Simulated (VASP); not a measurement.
Crystal: NbC2.

```
Nb C
1.0
     2.51488    1.45196    2.27414
    -2.51488    1.45196    2.27414
     0.00000   -2.90393    2.27414
Nb C
1 2
Cartesian
  0.0000 0.0000 0.0000
  0.0000 0.0000 4.5920
  0.0000 0.0000 2.2305
```

The cell was built by a generator and needn't be a form met in nature.

- Program: VASP 6.6.1
- Task: relaxation of cell and atoms
- Functional: PBE
- Potentials or basis: VASP PAW PBE potentials, release 64 (Nb_sv, C)
- Cutoff: 520 eV
- k mesh: 6 × 6 × 6
- Occupations: gaussian, width 0.15 eV
- Spin: no spin polarisation

At the start: pressure -37.5 GPa; volume 16.61 Å³/atom.

Problem. How do energy, volume and symmetry change on relaxing?

Solution. Over 16 steps the energy falls by 2012.2 meV/atom and the volume is 10.09 Å³/atom (-39.3 %); space group R-3m (No. 166, to 0.05 Å).

The path:
```csv
step,energy change (eV),largest force (eV/Å),pressure (GPa),volume (Å³)
1,0.0000,0.1180,-37.46,49.82
2,0.1688,14.9409,91.55,26.62
3,-2.6070,5.7603,-11.03,36.13
4,-2.6282,6.3293,-6.71,35.30
5,-4.6553,5.3122,61.32,24.81
6,-4.7253,5.9252,46.68,25.81
7,1.6468,57.9268,121.85,27.47
8,-5.2675,4.0988,39.78,26.00
9,-5.4490,2.9327,37.92,26.11
10,-5.6047,1.8344,37.80,26.43
11,-5.6200,0.3083,36.82,26.35
12,-5.8732,2.1665,-13.06,30.98
13,-5.9440,1.5526,-0.12,29.35
14,-5.9916,2.1412,2.93,30.54
15,-6.0302,0.4131,0.64,30.08
16,-6.0365,0.0568,0.18,30.26
```

Final structure:
```cif
data_structure
_symmetry_space_group_name_H-M 'P 1'
_symmetry_Int_Tables_number 1
_cell_length_a 3.1206
_cell_length_b 3.1206
_cell_length_c 3.1206
_cell_angle_alpha 86.906
_cell_angle_beta 86.906
_cell_angle_gamma 86.906
_cell_volume 30.26
loop_
_atom_site_label
_atom_site_type_symbol
_atom_site_fract_x
_atom_site_fract_y
_atom_site_fract_z
_atom_site_occupancy
Nb1 Nb 0.00000 0.00000 0.00000 1
C1 C 0.61845 0.61845 0.61845 1
C2 C 0.38155 0.38155 0.38155 1
```

Caveat: the volume moved by over 15 % at a fixed basis, so the end points are rough; the relaxation stopped at a loose force limit of 0.08 eV/Å, so its end isn't a converged minimum.
